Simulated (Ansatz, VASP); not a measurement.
One calculation of WAu, two programs

The input INCAR:

```
  ALGO = Normal
  EDIFF = 1E-7
  ENCUT = 520
  GGA = PE
  ISIF = 2
  ISMEAR = 0
  LASPH = True
  LCHARG = False
  LREAL = False
  LWAVE = False
  NBANDS = 20
  NELM = 80
  PREC = Accurate
  SIGMA = 0.011
```

File KPOINTS:

```
k-points
0
Gamma
  8 8 8
```

Contents of POSCAR:

```
WAu
1.0
    0.0000000000      2.9092100000      2.9092100000
    2.9092100000      0.0000000000      2.9092100000
    2.9092100000      2.9092100000      0.0000000000
W Au
1 1
Direct
    0.0000000000      0.0000000000      0.0000000000
    0.7500000000      0.7500000000      0.7500000000
```

File input.yaml:

```yaml
crystal:
  lattice:
    - [0.0, 2.90921, 2.90921]
    - [2.90921, 0.0, 2.90921]
    - [2.90921, 2.90921, 0.0]
  atoms:
    - { symbol: W, position: [0.0, 0.0, 0.0] }
    - { symbol: Au, position: [0.75, 0.75, 0.75] }
hamiltonian:
  xc: pbe
  pseudopotentials: { kind: paw }
kpoints:
  mp_grid: { grid: [8, 8, 8] }
scf:
  occupations: { method: gaussian, width: 0.011 }
output:
  forces: true
  stress: true
  eigenvalues: true
```

The cell was built by a generator and needn't be a form met in nature.

Alike in both runs: task single point; functional PBE; k mesh 8 × 8 × 8; occupations gaussian, width 0.011 eV; no spin polarisation.

|  | VASP | Ansatz |
| --- | --- | --- |
| version | VASP 6.6.1 | Ansatz 0.2.0 |
| potentials or method | VASP PAW PBE potentials, release 64 (W_sv, Au) | Ansatz PAW |
| plane-wave cutoff (eV) | 520 | 420 |
| valence electrons in the cell | 25 | 33 |

|  | VASP | Ansatz | Ansatz less VASP |
| --- | --- | --- | --- |
| gap on the k mesh at the Fermi level (eV) | none | none | - |
| pressure (GPa) | 0.0 | 0.0 | -0.03 |

A gap of «none» marks a metal or a gap that the smearing closes. The two sets of potentials don't hold the same shells in valence.

The runs have no spin-orbit coupling, so splittings on Au, W are missing.
